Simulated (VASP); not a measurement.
The cell holds one KCl (rock salt) (110) slab, with vacuum along c, ions free to move until forces fall under 0.03 eV/Å, no reconstruction beyond this cell, dipole correction on. Ionisation potential and electron affinity count from the cell's own band edges, surface states included.

Given:

```
CELL_PARAMETERS angstrom
      4.44770     0.00000     0.00000
      0.00000     6.29000     0.00000
      0.00000     0.00000    28.34311
ATOMIC_POSITIONS crystal
  K  0.00000 0.00000 0.30628
  K  0.50000 0.50000 0.38026
  K  0.00000 0.00000 0.46102
  K  0.50000 0.50000 0.53898
  K  0.00000 0.00000 0.61974
  K  0.50000 0.50000 0.69372
  Cl 0.50000 0.00000 0.38042
  Cl 0.00000 0.50000 0.30471
  Cl 0.50000 0.00000 0.53878
  Cl 0.00000 0.50000 0.46122
  Cl 0.50000 0.00000 0.69529
  Cl 0.00000 0.50000 0.61958
```

Calculation: r2SCAN meta-GGA, VASP's PBE PAW potentials (set 64) (plane waves; VASP). Run with 400 eV cut-off, 5×3×1 Γ-centred mesh, Gaussian smearing of 0.050 eV, potentials K_sv Cl.

Slab and bulk use different k-meshes, so the surface energy is good to a few per cent at best.

```
Item                          Result
------------------------  ----------
surface energy            0.30 J/m^2
ionisation potential         6.04 eV
electron affinity            0.90 eV
band gap (on the k-mesh)     5.14 eV
```

The cell is a thin slab with vacuum, built from KCl (rock salt): (110) face.
